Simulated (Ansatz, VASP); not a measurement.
# AlNi: VASP beside Ansatz

Wanted: the spread between two codes on one cell, functional and k mesh. The cell is taken from a series of runs on this material, whose earlier steps may have relaxed, scaled, displaced or heated it; both programs get it as it stands.

Program: Ansatz 0.2.0. Level of theory: plane waves, with VASP 6.6.1 beside it; zone-centre phonons at PBEsol. Results are calculated unless marked as measured.

## Step 1: The starting structure

The structure is trigonal, space group R-3m (No. 166). Conventional cell: a = 3.926 Å, b = 3.926 Å, c = 5.047 Å, α = 90.00°, β = 90.00°, γ = 120.00°. Al has 8 Ni at 2.42 to 2.52 Å nearest. Nearest to Ni lie 8 Al at 2.42 to 2.52 Å. Farther neighbours are not listed.

## Step 2: VASP: zone-centre phonons, PBEsol

Second derivatives magnify differences that forces hide, and they need a tight electronic threshold.

Lines of VASP's logs that name or quote its potential files are left out, and so is its time.

The input, INCAR:

```
SYSTEM = AlNi
PREC = Accurate
ENCUT = 600
EDIFF = 1E-08
NELM = 120
ISMEAR = 1
SIGMA = 0.2
LREAL = .FALSE.
ALGO = Normal
GGA = PS
NBANDS = 12
LASPH = .TRUE.
LORBIT = 11
LWAVE = .FALSE.
LCHARG = .FALSE.
ISIF = 2
IBRION = 8
GGA_COMPAT = .FALSE.
KPAR = 2
```

The input, POSCAR:

```
AlNi
1.0
    2.8218633830      0.0459764775      0.0459764775
    0.0459764775      2.8218633830      0.0459764775
    0.0459764775      0.0459764775      2.8218633830
Al Ni
1 1
Direct
    0.0000000000      0.0000000000      0.0000000000
    0.5000000000      0.5000000000      0.5000000000
```

The input, KPOINTS:

```
Automatic mesh
0
Gamma
16 16 16
0 0 0
```

The projector-augmented-wave data sets are Al and Ni (PBE family, release 64).

Started as:

```bash
$ mpirun -np 2 vasp_std
```

Numbers of over 12 decimals in the logs are rounded to 6 here.

What it wrote:

```text
[banner, memory and clock lines left out]
running    2 mpi-ranks, on    1 nodes
 distrk:  each k-point on    1 cores,    2 groups
 distr:  one band on    1 cores,    1 groups

 POSCAR found type information on POSCAR AlNi
 POSCAR found :  2 types and       2 ions
|                                                                             |
|               ----> ADVICE to this user running VASP <----                  |
|                                                                             |
|     You enforced a specific xc type in the INCAR file but a different       |
|     [... a line on the potential file left out ...]
|     I HOPE YOU KNOW WHAT YOU ARE DOING!                                     |
|                                                                             |

 LDA part: xc-table for (Slater+PW92), standard interpolation
 POSCAR, INCAR and KPOINTS ok, starting setup
 FFT: planning ... GRIDC
 FFT: planning ... GRID_SOFT
 FFT: planning ... GRID
 WAVECAR not read
 entering main loop
       N       E                     dE             d eps       ncg     rms          rms(c)
DAV:   1     0.446312020406E+02    0.44631E+02   -0.61511E+03 10112   0.129E+03
DAV:   2    -0.113606279740E+02   -0.55992E+02   -0.51551E+02 10220   0.209E+02
DAV:   3    -0.131861964664E+02   -0.18256E+01   -0.18031E+01 12128   0.442E+01
DAV:   4    -0.132118349733E+02   -0.25639E-01   -0.25629E-01 11224   0.469E+00
DAV:   5    -0.132125775810E+02   -0.74261E-03   -0.74259E-03 12060   0.886E-01    0.131E+01
DAV:   6    -0.149348061124E+02   -0.17222E+01   -0.52045E+01 11112   0.117E+02    0.154E+01
DAV:   7    -0.115591107191E+02    0.33757E+01   -0.15183E+01 11216   0.692E+01    0.106E+00
DAV:   8    -0.115471067798E+02    0.12004E-01   -0.31317E-01 12284   0.655E+00    0.104E+00
DAV:   9    -0.115318407853E+02    0.15266E-01   -0.47465E-02 12132   0.322E+00    0.208E-01
DAV:  10    -0.115313812911E+02    0.45949E-03   -0.18104E-03 12316   0.652E-01    0.832E-02
DAV:  11    -0.115313833376E+02   -0.20465E-05   -0.53297E-05 11676   0.638E-02    0.290E-02
DAV:  12    -0.115313816391E+02    0.16985E-05   -0.64003E-06 14156   0.423E-02    0.383E-03
DAV:  13    -0.115313813950E+02    0.24407E-06   -0.17620E-07 14812   0.382E-03    0.204E-03
DAV:  14    -0.115313813953E+02   -0.22987E-09   -0.13959E-08  7152   0.109E-03
   1 F= -.11531381E+02 E0= -.11531884E+02  d E =0.150876E-02
 Linear response reoptimize wavefunctions to high precision
DAV:   1    -0.115313814167E+02   -0.21464E-07   -0.82238E-09 11296   0.152E-03
DAV:   2    -0.115313814168E+02   -0.17508E-10   -0.84644E-11  5756   0.885E-05
 Linear response DOF=           2
 Linear response progress:
  Degree of freedom:   1/  2
       N       E                     dE             d eps       ncg     rms          rms(c)
RMM:   1    -0.593464363001E-02   -0.59346E-02    0.18662E-03 59612   0.655E-01
RMM:   2    -0.560223420809E-02    0.33241E-03   -0.13289E-04 40247   0.236E-01    0.608E-02
RMM:   3    -0.559470227070E-02    0.75319E-05   -0.10657E-04 43158   0.835E-02    0.304E-02
RMM:   4    -0.567277905632E-02   -0.78077E-04   -0.43239E-05 43160   0.507E-02    0.605E-03
RMM:   5    -0.568039460394E-02   -0.76155E-05   -0.24618E-06 44084   0.119E-02    0.182E-03
RMM:   6    -0.568152585311E-02   -0.11312E-05   -0.81982E-08 44404   0.273E-03    0.798E-04
RMM:   7    -0.568147847695E-02    0.47376E-07   -0.10237E-08 41479   0.124E-03    0.638E-04
RMM:   8    -0.568135120327E-02    0.12727E-06   -0.87277E-10 46086   0.419E-04    0.243E-04
RMM:   9    -0.568158145967E-02   -0.23026E-06    0.26301E-09 46630   0.132E-04    0.619E-05
RMM:  10    -0.568156527877E-02    0.16181E-07    0.46753E-10 46355   0.497E-05    0.945E-06
RMM:  11    -0.568158784973E-02   -0.22571E-07   -0.30586E-10 46775   0.224E-05    0.269E-06
RMM:  12    -0.568158601441E-02    0.18353E-08   -0.21997E-10 47090   0.101E-05    0.627E-07
 first order change of Fermi-energy  -0.76363E-04
 force on displaced ion       1 direction 1 :  -7.446   0.941   0.941
 Linear response progress:
  Degree of freedom:   2/  2
       N       E                     dE             d eps       ncg     rms          rms(c)
RMM:   1    -0.186363999888E+00   -0.18636E+00   -0.97926E-02 38675   0.268E+00
RMM:   2    -0.184961937973E+00    0.14021E-02   -0.17360E-03 39426   0.512E-01    0.137E-01
RMM:   3    -0.184950387836E+00    0.11550E-04   -0.13040E-04 42022   0.993E-02    0.810E-02
RMM:   4    -0.185393933531E+00   -0.44355E-03   -0.20526E-04 45378   0.113E-01    0.572E-03
RMM:   5    -0.185371556172E+00    0.22377E-04   -0.38223E-06 46675   0.207E-02    0.356E-03
RMM:   6    -0.185363751016E+00    0.78052E-05   -0.26133E-07 42959   0.575E-03    0.248E-03
RMM:   7    -0.185353583559E+00    0.10167E-04   -0.87963E-08 42761   0.373E-03    0.557E-04
RMM:   8    -0.185346838856E+00    0.67447E-05   -0.14225E-08 47980   0.107E-03    0.817E-05
RMM:   9    -0.185346222958E+00    0.61590E-06   -0.17219E-09 48825   0.262E-04    0.241E-05
RMM:  10    -0.185346189230E+00    0.33728E-07   -0.14244E-09 49360   0.950E-05    0.191E-05
RMM:  11    -0.185346022923E+00    0.16631E-06   -0.14246E-09 49038   0.501E-05    0.201E-06
RMM:  12    -0.185346040609E+00   -0.17686E-07   -0.12956E-09 49723   0.312E-05    0.678E-07
RMM:  13    -0.185346043924E+00   -0.33151E-08   -0.11597E-09 47293   0.249E-05    0.346E-07
 first order change of Fermi-energy  -0.79328E-03
 force on displaced ion       2 direction 1 :  -7.451   0.941   0.941
 Linear response finished
```

OUTCAR, selected parts (step 2):

```text
ion  position               nearest neighbor table
   1  0.000  0.000  0.000-   2 2.42   2 2.42   2 2.42   2 2.42   2 2.42   2 2.42   2 2.52   2 2.52

  LATTYP: Found a trigonal (rhomboedric) cell.
 ALAT       =     2.8226123760
 COS(alpha) =     0.0328339269

 Subroutine GETGRP returns: Found 12 space group operations
 (whereof 12 operations were pure point group operations)

The static configuration has the point symmetry D_3d.

 Found    417 irreducible k-points:

   k-points           NKPTS =    417   k-points in BZ     NKDIM =    417   number of bands    NBANDS=     12

   dimension x,y,z NGX =    24 NGY =   24 NGZ =   24
   dimension x,y,z NGXF=    48 NGYF=   48 NGZF=   48

   ENCUT  =  600.0 eV  44.10 Ry    6.64 a.u.   5.64  5.64  5.64*2*pi/ulx,y,z

   NELECT =      13.0000    total number of electrons

 k-points in reciprocal lattice and weights: Automatic mesh
   0.00000000  0.00000000  0.00000000       0.000
   0.06250000 -0.00000000  0.00000000       0.001
   0.12500000 -0.00000000  0.00000000       0.001
   0.18750000  0.00000000  0.00000000       0.001
   0.25000000 -0.00000000  0.00000000       0.001
   0.31250000  0.00000000  0.00000000       0.001
   0.37500000  0.00000000  0.00000000       0.001
   0.43750000  0.00000000  0.00000000       0.001
   0.50000000 -0.00000000  0.00000000       0.001
[...]
-0.43750000  0.50000000  0.43750000       0.001
   0.50000000  0.50000000  0.50000000       0.000

 average (electrostatic) potential at core
       1 -68.8555       2 -80.6236

  Total        1.2274942      1.2274942      1.2274942     -0.6035208     -0.6035208     -0.6035208
  in kB       87.5919724     87.5919724     87.5919724    -43.0662523    -43.0662523    -43.0662523
  external PRESSURE =      87.5919724 kB  Pullay stress =       0.0000000 kB

  energy-cutoff  :      600.00
  volume of cell :       22.45
      direct lattice vectors                 reciprocal lattice vectors
     2.821863383  0.045976478  0.045976478     0.354560993 -0.005684231 -0.005684231
     0.045976478  2.821863383  0.045976478    -0.005684231  0.354560993 -0.005684231
     0.045976478  0.045976478  2.821863383    -0.005684231 -0.005684231  0.354560993

 POSITION                                       TOTAL-FORCE (eV/Angst)
 -----------------------------------------------------------------------------------
      0.00000      0.00000      0.00000         0.000000      0.000000      0.000000
      1.45691      1.45691      1.45691        -0.000000     -0.000000      0.000000
 -----------------------------------------------------------------------------------
    total drift:                                0.000000      0.000000     -0.000000

 Eigenvectors and eigenvalues of the dynamical matrix
 ----------------------------------------------------

   1 f  =   10.531954 THz    66.174220 2PiTHz  351.308177 cm-1    43.556643 meV
             X         Y         Z           dx          dy          dz
      0.000000  0.000000  0.000000     0.629230   -0.527995   -0.101235
      1.456908  1.456908  1.456908    -0.426738    0.358082    0.068657

   2 f  =   10.531954 THz    66.174220 2PiTHz  351.308177 cm-1    43.556643 meV
             X         Y         Z           dx          dy          dz
      0.000000  0.000000  0.000000     0.246390    0.421734   -0.668124
      1.456908  1.456908  1.456908    -0.167100   -0.286016    0.453116

   3 f  =    8.578074 THz    53.897629 2PiTHz  286.133749 cm-1    35.476048 meV
             X         Y         Z           dx          dy          dz
      0.000000  0.000000  0.000000     0.477798    0.477798    0.477798
      1.456908  1.456908  1.456908    -0.324102   -0.324102   -0.324102

   4 f/i=    0.001184 THz     0.007440 2PiTHz    0.039499 cm-1     0.004897 meV
             X         Y         Z           dx          dy          dz
      0.000000  0.000000  0.000000    -0.280981   -0.173051    0.454032
      1.456908  1.456908  1.456908    -0.414310   -0.255165    0.669475

   5 f/i=    0.001184 THz     0.007440 2PiTHz    0.039499 cm-1     0.004897 meV
             X         Y         Z           dx          dy          dz
      0.000000  0.000000  0.000000    -0.362046    0.424360   -0.062314
      1.456908  1.456908  1.456908    -0.533841    0.625723   -0.091882

   6 f/i=    0.001753 THz     0.011014 2PiTHz    0.058473 cm-1     0.007250 meV
             X         Y         Z           dx          dy          dz
      0.000000  0.000000  0.000000     0.324102    0.324102    0.324102
      1.456908  1.456908  1.456908     0.477798    0.477798    0.477798

 ELASTIC MODULI CONTR FROM IONIC RELAXATION (kBar)
 Direction    XX          YY          ZZ          XY          YZ          ZX
 --------------------------------------------------------------------------------
 XX           0.0000      0.0000      0.0000      0.0000      0.0000      0.0000
 YY           0.0000      0.0000      0.0000      0.0000      0.0000      0.0000
 ZZ           0.0000      0.0000      0.0000      0.0000      0.0000      0.0000
 XY           0.0000      0.0000      0.0000      0.0000      0.0000      0.0000
 YZ           0.0000      0.0000      0.0000      0.0000      0.0000      0.0000
 ZX           0.0000      0.0000      0.0000      0.0000      0.0000      0.0000
 --------------------------------------------------------------------------------
```

This run has no spin polarisation, so a moment on Ni, if there is one, isn't seen. Its electron count is odd, so without a moment it is a metal by construction.

## Step 3: Ansatz: zone-centre phonons, PBEsol

Ansatz runs on its PAW soft_1 files.

The same cell, functional, mesh and smearing now go to Ansatz, which takes its cutoff from its data sets.

The input, input.yaml:

```yaml
crystal:
  lattice:
    - [2.821863383, 0.0459764775, 0.0459764775]
    - [0.0459764775, 2.821863383, 0.0459764775]
    - [0.0459764775, 0.0459764775, 2.821863383]
  atoms:
    - { symbol: Al, position: [0.0, 0.0, 0.0] }
    - { symbol: Ni, position: [0.5, 0.5, 0.5] }
kpoints:
  mp_grid: { grid: [16, 16, 16] }
hamiltonian:
  xc: pbesol
  pseudopotentials: { kind: paw, azcp: { folder: soft_1 }, xc_functional: pbe }
scf:
  occupations: { method: methfessel_paxton, width: 0.2 }
output:
  eigenvalues: true
phonons:
  method: dfpt
```

Started as:

```bash
$ ansatz run input.yaml --threads 4 --pin off --max-ram 10240MiB --backend cpu --events-out ev --progress --plain --runs-dir out
```

What it wrote:

```text
Engine: ansatz 0.2.0, x86_64-unknown-linux-gnu
Pseudopotentials: kind: paw
Pseudopotential: Al, paw, valence charge 3, recommended cutoff 420 eV (normal), soft_1/Al.paw.azcp
Pseudopotential: Ni, paw, valence charge 18, recommended cutoff 420 eV (normal), soft_1/Ni.paw.azcp
Functional definition: PBEsol
  exchange = pbesol_x
  correlation = pbesol_c
Crystal: 2 atoms, lattice volume = 22.453 Å³
Basis set: ecut = 420 eV, 449 PW (Γ), exchange–correlation on 40×40×40 points (8 copies of the dense FFT grid, shifted against one another)
Bands: 15, of which v1, the nominal top of the filled ones, is band 11 counted from 1 (10 counted from 0)
Symmetry: 12 space group operations
k-points: 1098 of 4096 (irreducible under 2 space group operations, time reversal used)
Non-local potential: Al, projectors of the file, l = 0: 2, l = 1: 2, l = 2: 1
Non-local potential: Ni, projectors of the file, l = 0: 3, l = 1: 2, l = 2: 3, l = 3: 1
PAW form: soft (Blöchl's): semilocal exchange-correlation on the pseudo side does not see the compensation charge
PAW frozen core: Al, regenerated for the run's functional, and the local potential with it (the file was generated under x = pbe(κ = 0.804, μ = 0.219515), c = pbe(β = 0.066725))
PAW frozen core: Ni, regenerated for the run's functional, and the local potential with it (the file was generated under x = pbe(κ = 0.804, μ = 0.219515), c = pbe(β = 0.066725))
PAW one-centre angular grid: Al, 110 points (default); XC on 64 Gauss nodes
PAW one-centre angular grid: Ni, 590 points (default); XC on 64 Gauss nodes
Initial density: superposition of atomic densities (chi_scale 0.1, normalization cell, long waves kept (reshape's long-wave potential 0.00 eV rms))
Initial wavefunctions: pseudopotential atomic-orbital guess
Functional: x = pbesol(κ = 0.804, μ = 0.123457), c = pbesol(β = 0.046)
SCF iter   1: F=—  HF=-6331.148262 eV  |F-HF|=—  |Δ(HF+E_count)|=         —  Δρ=6.85e-2  dr2=1.12e0  ethr=3.10e-3  ⟨swp⟩=4.0  Hψ=72797  notcnv=0
preconditioner: auto → none  [metal: Δε(μ)=0.049 eV  Ē_g=10.574 eV  σ=0.200 eV  W_gap=0.21  n_scr=6 (ndim 8)  ℏωp=28.3 eV  f_vac=0.000  D(μ)=0.52/eV (n_scr^D=0)  sad-step TF]
SCF iter   2: F=—  HF=-6331.011234 eV  |F-HF|=—  |Δ(HF+E_count)|=   1.37e-1  S|Δr|=    0.00e0  Δρ=5.35e-2  dr2=7.11e-1  ethr=3.10e-3  ⟨swp⟩=2.0  Hψ=29343  notcnv=0  defer=231
SCF iter   3: F=—  HF=-6330.831524 eV  |F-HF|=—  |Δ(HF+E_count)|=   1.80e-1  S|Δr|=    0.00e0  Δρ=1.66e-2  dr2=5.91e-2  ethr=3.10e-3  ⟨swp⟩=2.0  Hψ=20769  notcnv=0  defer=231
SCF iter   4: F=—  HF=-6330.820580 eV  |F-HF|=—  |Δ(HF+E_count)|=   1.09e-2  S|Δr|=    0.00e0  Δρ=4.91e-3  dr2=2.96e-3  ethr=2.81e-4  ⟨swp⟩=1.5  Hψ=25883  notcnv=0  defer=260
SCF iter   5: F=—  HF=-6330.820427 eV  |F-HF|=—  |Δ(HF+E_count)|=   1.53e-4  S|Δr|=    0.00e0  Δρ=8.79e-4  dr2=7.66e-5  ethr=1.41e-5  ⟨swp⟩=2.4  Hψ=22104  notcnv=0  defer=249
SCF iter   6: F=—  HF=-6330.820393 eV  |F-HF|=—  |Δ(HF+E_count)|=   3.43e-5  S|Δr|=    0.00e0  Δρ=2.08e-4  dr2=4.45e-6  ethr=3.65e-7  ⟨swp⟩=2.7  Hψ=27705  notcnv=0  defer=249
SCF iter   7: F=—  HF=-6330.820383 eV  |F-HF|=—  |Δ(HF+E_count)|=   1.05e-5  S|Δr|=    0.00e0  Δρ=2.36e-5  dr2=6.33e-8  ethr=2.12e-8  ⟨swp⟩=2.2  Hψ=23577  notcnv=0  defer=249
SCF iter   8: F=—  HF=-6330.820393 eV  |F-HF|=—  |Δ(HF+E_count)|=   1.07e-5  S|Δr|=    0.00e0  Δρ=1.41e-6  dr2=2.54e-10  ethr=3.02e-10  ⟨swp⟩=2.3  Hψ=24176  notcnv=0  defer=253
SCF iter   9: F=-6330.820393 eV  HF=-6330.820393 eV  |F-HF|=1.82e-12  |Δ(HF+E_count)|=  6.28e-11  S|Δr|=    0.00e0  Δρ=5.85e-8  dr2=4.99e-13  ethr=1.00e-12  ⟨swp⟩=5.1  Hψ=81187  notcnv=0
SCF 1 converged in 9 iterations: F = -6330.820393 eV  dr2 = 4.99e-13
  greatest PAW one-centre occupation: 1.001 electrons in one spin orbital (limit 2), on the Ni atom at site 1 (counted from 0), in its partial waves of l = 1
DFPT response loops at Γ: preconditioner auto → Kerker (q_TF=auto, 2.698 Å⁻¹) (partly filled bands, converged f_vac=0.000); β = 1.00, the filter's whole step (`scf.mixing.beta` (0.50) is not read by the response loops under this deck's `scf.mixing.preconditioner`; to damp them name `kerker` or `kerker_dos`, under which they read `scf.mixing.beta`, and type it under 1.00, their step now; both keys bind the ground state too); Broyden in place of MSR1
SCF converged after 9 iterations
Stability not checked: this state was not tested for a lower state beside it, because cold or Methfessel-Paxton smearing, or corrected tetrahedra, fill the levels in a way that the test cannot read (fill_not_monotonic; see scf.lower_state_search)
Free energy (F): -6330.820393 eV
Harris-Foulkes:  -6330.820393 eV  (|F-HF|=1.82e-12)
Internal energy: -6330.821898 eV  (E = F + TS)
E sigma→0 (E₀):  -6330.820769 eV
Entropy (-TS):   0.001505 eV (0.752 meV/atom)
Fermi energy:    14.834997 eV
--- Per-component energies (eV) ---
  E_band       = -320.739182
  E_kinetic    = 371.062594
  E_local      = -3658.305187  (includes V_loc(G=0)·N_el)
  E_nonlocal   = -105.314199
  E_hartree    = 1927.401254
  E_xc         = -152.560840
  E_vxc        = -178.620891  (∫ρ·V_xc dr)
  E_paw        = -2081.005421  (= ΣΔE_a)
  E_vpaw       = -604.364786  (= ΣTr[D̂ρ^β])
  E_aug_tail   = 0.000840  (compensation charges beyond the density's cutoff)
  E_ewald      = -2632.317368
  E_core_change = 0.216428  (= ΣΔE_core)
  E_smearing   = 0.001505  (= −TS)
  E_closure    = -0.000000  (closes the sum)
  Σ components = -6330.820393   (vs F -6330.820393, Δ=0.00e0)
--- Band table (eV; the first three rows and the last of 1098) ---
  k-point 0: bands = [... 7 lower, 13.1212, 13.1212, 13.2509, 20.4971, 20.4971, 20.8085, 23.1821, 23.1821]
  k-point 1: bands = [... 7 lower, 13.0858, 13.1104, 13.2324, 19.7569, 20.5965, 20.8168, 23.1834, 23.9462]
  k-point 2: bands = [... 7 lower, 12.9882, 13.0541, 13.2078, 18.3413, 20.8860, 21.0886, 23.1879, 25.1559]
  k-point 1097: bands = [... 7 lower, 13.7832, 13.7832, 16.1644, 16.9738, 16.9738, 19.1416, 19.2509, 19.8126]
--- Phonons (Γ-DFPT): 2 representative perturbations + reference, on 1098 of 4096 k-points (Σ response iterations 6) ---
  k mesh reduced under 2 symmetry operations, with k and −k counted as one. Each operation leaves every solved perturbation unchanged. A smaller set is not used because it would not reduce the number of displacements times k-points to solve
  ASR residual: 3.978e-5 → 0.000e0 eV/Å²; symmetrization residual: 7.967e-7 eV/Å²
  ASR residual per site (eV/Å²): 1.55e-5 3.98e-5
  Γ frequencies (cm⁻¹): 0.00 0.00 0.00 284.97 349.76 349.76
  non-analytic LO–TO correction: not included (Born effective charges unavailable; polar crystals: no LO–TO splitting at Γ)
```

## Step 4: Differences

Known differences besides the potentials themselves: the data sets hold 21 valence electrons in Ansatz (on its PAW soft_1 files) and 13 in VASP; the cutoff is 420 eV in Ansatz and 600 eV in VASP; Ansatz makes its cores anew for this functional, VASP keeps those of its PBE data sets. Total energies have different zeros and are not compared.

The two programs side by side:

| quantity | Ansatz | VASP | difference |
| --- | --- | --- | --- |
| optical mode 1 (cm⁻¹) | 285.0 | 286.1 | -0.41 % |
| optical mode 2 to 3 (cm⁻¹) | 349.8 | 351.3 | -0.44 % |

Modes are paired by rising frequency, not by their patterns, so a pair may set unlike modes beside each other; they are those without the splitting of longitudinal modes.

## Step 5: Outcome

```
r.m.s. difference of the optical zone-centre modes, each program's sorted by frequency (zone-centre phonons, PBEsol) : 1.4 cm⁻¹
```

The r.m.s. difference of the optical zone-centre modes, each program's sorted by frequency is 1.4 cm⁻¹ (zone-centre phonons, PBEsol). The data sets hold unlike numbers of valence electrons (21 in Ansatz and 13 in VASP), so part of the differences comes from the potentials. How closely two codes agree says nothing of how well the functional describes the real material.

[Lines on the potential files, build, host, timing and source positions are cut from VASP's logs without a mark.]

[Logs are printed without paths, hosts, clocks, repeated set-up lines and the standing remarks that a program may print on its own settings, such as how far it seeks lower states.]

[Hosts, paths, dates, database ids (printed as entryN), source tags and the programs' standing remarks are cut or masked in the printed files.]
